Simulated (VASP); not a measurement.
Input for VASP

### INCAR
```
NSW = 60
METAGGA = R2SCAN
ISIF = 3   # ions, shape and volume
LASPH = T
PREC = Accurate
LCHARG = F
EDIFF = 1E-6
SIGMA = 0.1
LMIXTAU = T
LREAL = F
ALGO = Normal
LWAVE = F
LMAXMIX = 4   # l cut-off of mixed one-centre charges
ENCUT = 520   # plane-wave cut-off (eV)
IBRION = 2   # conjugate gradients
EDIFFG = -0.01   # ionic stop
ISMEAR = 1
SYSTEM = BAs
NELM = 100
```

### POSCAR
```
BAs
1
    2.9316696756     0.0000000000     0.0000000000
    0.0000000000     2.9316696756     0.0000000000
   -0.0000000000    -0.0000000000     2.9316696756
B As
1 1
Direct
  1.0000000000   1.0000000000   1.0000000000
  0.5000000000   0.5000000000   0.5000000000
```

### KPOINTS
```
Automatic mesh
0
Gamma
11 11 11
0 0 0
```

POTCAR, in this order: B As (PBE.64 set). Program: vasp_std.

Q: Write an equivalent input for Ansatz.

A: One equivalent input (not run):
Ansatz 0.2 input:
```yaml
crystal:
  lattice:
    - [2.9316697, 0.0000000, 0.0000000]
    - [0.0000000, 2.9316697, 0.0000000]
    - [0.0000000, 0.0000000, 2.9316697]
  atoms:
    - { symbol: B, position: [1.0000000, 1.0000000, 1.0000000] }
    - { symbol: As, position: [0.5000000, 0.5000000, 0.5000000] }
kpoints:
  mp_grid: { grid: [11, 11, 11] }
hamiltonian:
  xc: r2scan
  pseudopotentials: { kind: paw }
scf:
  occupations: { method: methfessel_paxton, width: 0.1 }
  max_iter: 100
relax:
  max_steps: 60
  f_tol: 0.01
  cell: {}
output: { forces: true, stress: true, eigenvalues: true }
```
What does not carry over: each code has its own PAW files, so the cut-off isn't converted (ENCUT is set for VASP's; basis.ecutwfc is left out, and Ansatz then takes the one that its files recommend); Ansatz stops its SCF on the density residual and VASP on the energy change (EDIFF).

The structure was generated: BAs was put into the CsCl type (Pm-3m), which need not be its known phase. This run relaxes it. Symmetry was kept, so distortions that lower it aren't found. The start is the result of an earlier pass.
